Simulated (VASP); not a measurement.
The input files of a VASP run:

### KPOINTS
```
Automatic mesh
0
Gamma
10 10 9
0 0 0
```

INCAR:
```
SYSTEM = P
PREC = Accurate
ENCUT = 500
EDIFF = 1E-6
NELM = 100
ALGO = Normal
LREAL = .FALSE.
LASPH = .TRUE.
ISMEAR = 1
SIGMA = 0.1
LWAVE = .FALSE.
LCHARG = .FALSE.
IBRION = 2
ISIF = 3
NSW = 40
EDIFFG = -0.02
PSTRESS = 200
```

POSCAR:
```
P
1.0
  1.6529584625  -4.6144506129   0.0000000000
  1.6529584625   4.6144506129   0.0000000000
  0.0000000000   0.0000000000   3.3649821026
P
4
Cart
  1.6529584625   3.5177884977   3.2610307561
  1.6529584625   1.0966621152   1.5785397048
  1.6529584625  -1.0966621152   1.7864423978
  1.6529584625  -3.5177884977   0.1039513465
```

POTCAR, in this order: P (LDA.64 set). Program: vasp_std.

Task: Write an equivalent input for Quantum ESPRESSO's pw.x.

Result: One equivalent input (not run):
```
&CONTROL
  calculation = 'vc-relax'
  pseudo_dir = './pseudo'
  outdir = './out'
  tprnfor = .true.
  tstress = .true.
  nstep = 40
  forc_conv_thr = 0.00078
/
&SYSTEM
  ibrav = 0
  nat = 4
  ntyp = 1
  ecutwfc = 48
  occupations = 'smearing'
  smearing = 'methfessel-paxton'
  degauss = 0.00735
  input_dft = 'pz'
/
&ELECTRONS
  conv_thr = 7.3e-08
  electron_maxstep = 100
/
&IONS
/
&CELL
  press = 200
/
ATOMIC_SPECIES
  P 30.974 P.upf
CELL_PARAMETERS angstrom
     1.6529585   -4.6144506   -0.0000000
     1.6529585    4.6144506    0.0000000
     0.0000000   -0.0000000    3.3649821
ATOMIC_POSITIONS crystal
  P    0.1188291  0.8811709  0.9691079
  P    0.3811709  0.6188291  0.4691079
  P    0.6188291  0.3811709  0.5308921
  P    0.8811709  0.1188291  0.0308921
K_POINTS automatic
  10 10 9 0 0 0
```
Limits of the translation: the potentials are each code's own (VASP's PAW set, PseudoDojo norm-conserving files in pw.x), so ENCUT and ecutwfc are chosen apart and not converted; conv_thr bounds pw.x's estimated SCF error, while EDIFF bounds the energy change between steps; forc_conv_thr acts on force components and is met together with etot_conv_thr.

The compound is P in the black structure. It was relaxed first under an external pressure of 20 GPa.
